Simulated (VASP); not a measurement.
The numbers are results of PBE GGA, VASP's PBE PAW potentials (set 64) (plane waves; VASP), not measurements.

A VASP calculation is set up with these files.

**KPOINTS**
```
kpoints
0
Gamma
17 17 17
0 0 0
```

### POSCAR
```
Au
1
    0.0000000000     2.0772502327     2.0772502327
    2.0772502327     0.0000000000     2.0772502327
    2.0772502327     2.0772502327     0.0000000000
Au
1
Direct
  0.0000000000   0.0000000000   0.0000000000
```

INCAR:
```
SYSTEM = Au
PREC = Accurate
ENCUT = 520
EDIFF = 1E-7
NELM = 100
ALGO = Normal
LREAL = .FALSE.
LASPH = .TRUE.
ISMEAR = -5
GGA = PE
LMAXMIX = 6
LWAVE = .FALSE.
LCHARG = .TRUE.
LORBIT = 11
NEDOS = 601
ISIF = 2
```

POTCAR, in this order: Au (PBE.64 set). Program: vasp_std.

What VASP printed:

**OSZICAR**
```
       N       E                     dE             d eps       ncg     rms          rms(c)
DAV:   1     0.420583676954E+02    0.42058E+02   -0.58184E+03  3258   0.108E+03
DAV:   2    -0.312116193520E+01   -0.45180E+02   -0.42257E+02  3074   0.197E+02
DAV:   3    -0.348266804096E+01   -0.36151E+00   -0.36115E+00  3559   0.186E+01
DAV:   4    -0.348363050759E+01   -0.96247E-03   -0.96222E-03  3403   0.100E+00
DAV:   5    -0.348363696942E+01   -0.64618E-05   -0.64592E-05  3370   0.784E-02    0.803E+00
DAV:   6    -0.323802012495E+01    0.24562E+00   -0.83751E-01  3040   0.887E+00    0.523E+00
DAV:   7    -0.322233501213E+01    0.15685E-01   -0.64022E-02  3201   0.243E+00    0.263E+00
DAV:   8    -0.322044912849E+01    0.18859E-02   -0.12487E-03  3115   0.368E-01    0.217E-01
DAV:   9    -0.322043884512E+01    0.10283E-04   -0.54120E-06  3362   0.260E-02    0.186E-02
DAV:  10    -0.322044470906E+01   -0.58639E-05   -0.31016E-06  3262   0.231E-02    0.387E-03
DAV:  11    -0.322044456502E+01    0.14404E-06   -0.47645E-08  2454   0.209E-03    0.410E-04
DAV:  12    -0.322044452668E+01    0.38342E-07   -0.37721E-09  1579   0.706E-04
   1 F= -.32204445E+01 E0= -.32204445E+01  d E =0.000000E+00
```

**OUTCAR**
```
------------------------ aborting loop because EDIFF is reached ----------------------------------------
  FORCE on cell =-STRESS in cart. coord.  units (eV):
  Direction    XX          YY          ZZ          XY          YZ          ZX
  --------------------------------------------------------------------------------------
  Total        0.0065410      0.0065410      0.0065410     -0.0000000     -0.0000000      0.0000000
  in kB        0.5846021      0.5846021      0.5846021     -0.0000000     -0.0000000      0.0000000
  external PRESSURE =       0.5846021 kB  Pullay stress =       0.0000000 kB
  volume of cell :       17.93
      direct lattice vectors                 reciprocal lattice vectors
     0.000000000  2.077250233  2.077250233    -0.240702825  0.240702825  0.240702825
     2.077250233  0.000000000  2.077250233     0.240702825 -0.240702825  0.240702825
     2.077250233  2.077250233  0.000000000     0.240702825  0.240702825 -0.240702825
 POSITION                                       TOTAL-FORCE (eV/Angst)
 -----------------------------------------------------------------------------------
      0.00000      0.00000      0.00000         0.000000      0.000000      0.000000
 -----------------------------------------------------------------------------------
    total drift:                               -0.000000      0.000000      0.000000
  FREE ENERGIE OF THE ION-ELECTRON SYSTEM (eV)
  ---------------------------------------------------
  free  energy   TOTEN  =        -3.2204445267 eV

  energy  without entropy=       -3.2204445267  energy(sigma->0) =       -3.22044453

 total charge

# of ion       s       p       d       tot
------------------------------------------
    1        0.523   0.318   8.760   9.601
```
(Selected blocks of OUTCAR.)

For a metal the tetrahedron method with Blöchl corrections gives inexact stress and forces.

The compound is Au in the fcc structure. It was relaxed first, which changed the volume by +6 %.
